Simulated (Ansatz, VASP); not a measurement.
# Al2Si3N in VASP and in Ansatz

```
Al Si N
1.0
     2.87489    1.65982    3.02823
    -2.87489    1.65982    3.02823
     0.00000   -3.31964    3.02823
Al Si N
2 3 1
Direct
  0.86762 0.86762 0.86762
  0.13238 0.13238 0.13238
  0.50000 0.00000 0.50000
  0.50000 0.50000 0.00000
  0.00000 0.50000 0.50000
  0.50000 0.50000 0.50000
```

Change from the starting cell: species swapped into the Ce2Fe3Rh type (R-3m, No. 166).

Alike in both runs: task relaxation of cell and atoms; functional PBE; k mesh 12 × 12 × 12; occupations gaussian, width 0.1 eV; no spin polarisation.

|  | VASP | Ansatz |
| --- | --- | --- |
| version | VASP 6.6.1 | Ansatz 0.2.0 |
| potentials or method | VASP PAW PBE potentials, release 64 (Al, Si, N) | scalar-relativistic, plane waves, PAW |
| plane-wave cutoff (eV) | 600 | 420 |
| valence electrons in the cell | 23 | 23 |

|  | VASP | Ansatz | Ansatz less VASP |
| --- | --- | --- | --- |
| gap on the k mesh at the Fermi level, each at its own relaxed structure (eV) | none | none | - |
| relaxed volume (Å³/atom) | 14.45 | 14.46 | +0.013 |
| relaxed cell length with the largest relative difference (Å) | 4.493 | 4.494 | +0.0012 |

A gap of «none» marks a metal or a gap that the smearing closes.
